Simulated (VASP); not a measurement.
Level of theory: PBE GGA, VASP's PBE PAW potentials (set 64) (plane waves; VASP).

VASP input:

File KPOINTS:
```
Automatic mesh
0
Gamma
1 1 1
0 0 0
```

**POSCAR**
```
NSi62
1.0
 10.9370747000   0.0000000000   0.0000000000
  0.0000000000  10.9370747000   0.0000000000
  0.0000000000   0.0000000000  10.9370747000
Si N
62 1
Direct
  0.5000000000   0.0000000000   0.0000000000
  0.6250000000   0.1250000000   0.1250000000
  0.7500000000   0.2500000000   0.0000000000
  0.8750000000   0.3750000000   0.1250000000
  0.7500000000   0.0000000000   0.2500000000
  0.8750000000   0.1250000000   0.3750000000
  0.0000000000   0.0000000000   0.0000000000
  0.1250000000   0.1250000000   0.1250000000
  0.2500000000   0.2500000000   0.0000000000
  0.3750000000   0.3750000000   0.1250000000
  0.5000000000   0.5000000000   0.0000000000
  0.6250000000   0.6250000000   0.1250000000
  0.7500000000   0.7500000000   0.0000000000
  0.8750000000   0.8750000000   0.1250000000
  0.2500000000   0.0000000000   0.2500000000
  0.3750000000   0.1250000000   0.3750000000
  0.4970580000   0.2522200000   0.2492850000
  0.7493230000   0.5012370000   0.2502110000
  0.8750000000   0.6250000000   0.3750000000
  0.5000000000   0.0000000000   0.5000000000
  0.6250000000   0.1250000000   0.6250000000
  0.7482400000   0.2508520000   0.4975610000
  0.8750000000   0.3750000000   0.6250000000
  0.7500000000   0.0000000000   0.7500000000
  0.8750000000   0.1250000000   0.8750000000
  0.0000000000   0.5000000000   0.0000000000
  0.1250000000   0.6250000000   0.1250000000
  0.2500000000   0.7500000000   0.0000000000
  0.3750000000   0.8750000000   0.1250000000
  0.0000000000   0.2500000000   0.2500000000
  0.1250000000   0.3750000000   0.3750000000
  0.2500000000   0.5000000000   0.2500000000
  0.3750000000   0.6250000000   0.3750000000
  0.5000000000   0.7500000000   0.2500000000
  0.6250000000   0.8750000000   0.3750000000
  0.0000000000   0.0000000000   0.5000000000
  0.1250000000   0.1250000000   0.6250000000
  0.2500000000   0.2500000000   0.5000000000
  0.3750000000   0.3750000000   0.6250000000
  0.6250000000   0.6250000000   0.6250000000
  0.7500000000   0.7500000000   0.5000000000
  0.8750000000   0.8750000000   0.6250000000
  0.2500000000   0.0000000000   0.7500000000
  0.3750000000   0.1250000000   0.8750000000
  0.5000000000   0.2500000000   0.7500000000
  0.6250000000   0.3750000000   0.8750000000
  0.7500000000   0.5000000000   0.7500000000
  0.8750000000   0.6250000000   0.8750000000
  0.0000000000   0.7500000000   0.2500000000
  0.1250000000   0.8750000000   0.3750000000
  0.0000000000   0.5000000000   0.5000000000
  0.1250000000   0.6250000000   0.6250000000
  0.2500000000   0.7500000000   0.5000000000
  0.3750000000   0.8750000000   0.6250000000
  0.0000000000   0.2500000000   0.7500000000
  0.1250000000   0.3750000000   0.8750000000
  0.2500000000   0.5000000000   0.7500000000
  0.3750000000   0.6250000000   0.8750000000
  0.5000000000   0.7500000000   0.7500000000
  0.6250000000   0.8750000000   0.8750000000
  0.0000000000   0.7500000000   0.7500000000
  0.1250000000   0.8750000000   0.8750000000
  0.4975180000   0.5014650000   0.4966160000
```

### INCAR
```
! general
SYSTEM=NSi62
PREC  =Normal
ENCUT =400
LREAL =Auto
LASPH =T
ISYM  =0
NELECT=254.0

! electronic loop
EDIFF =1E-5
NELM  =100
NELMIN=4
ALGO  =Fast

! smearing
ISMEAR=0
SIGMA =0.05

! functional
GGA   =PE

! ions
IBRION=2
NSW   =70
ISIF  =2
EDIFFG=-0.03

! output
LWAVE =T
LCHARG=F
```

POTCAR, in this order: Si N (PBE.64 set). Program: vasp_gam.

The cell is charged, with a uniform compensating background. The supercell is sampled at Γ alone, which is coarse: total energies, pressure and levels can be off, energies of defects by several tenths of an eV.

**Question.** What does the run give for the energy per atom (σ→0)?

**Answer.** 
```yaml
energy per atom (σ→0): -5.234 eV/atom
```

**OSZICAR**
```
...
  23 F= -.32977267E+03 E0= -.32974165E+03  d E =-.952202E-03
       N       E                     dE             d eps       ncg     rms          rms(c)
DAV:   1    -0.329773050201E+03   -0.37875E-03   -0.43761E-02   328   0.380E-01    0.829E-02
RMM:   2    -0.329773220011E+03   -0.16981E-03   -0.20042E-03   320   0.976E-02    0.441E-02
RMM:   3    -0.329773239208E+03   -0.19197E-04   -0.36914E-04   328   0.447E-02    0.346E-02
RMM:   4    -0.329773226673E+03    0.12535E-04   -0.90317E-05   322   0.216E-02    0.202E-02
RMM:   5    -0.329773226978E+03   -0.30521E-06   -0.21342E-05   201   0.103E-02
  24 F= -.32977323E+03 E0= -.32974257E+03  d E =-.557961E-03
```

The cell is a supercell with a defect, built from Si (diamond): N_Si-vac_Si, charge -1. The run is not spin-polarised, so no state with unpaired spins was tried.
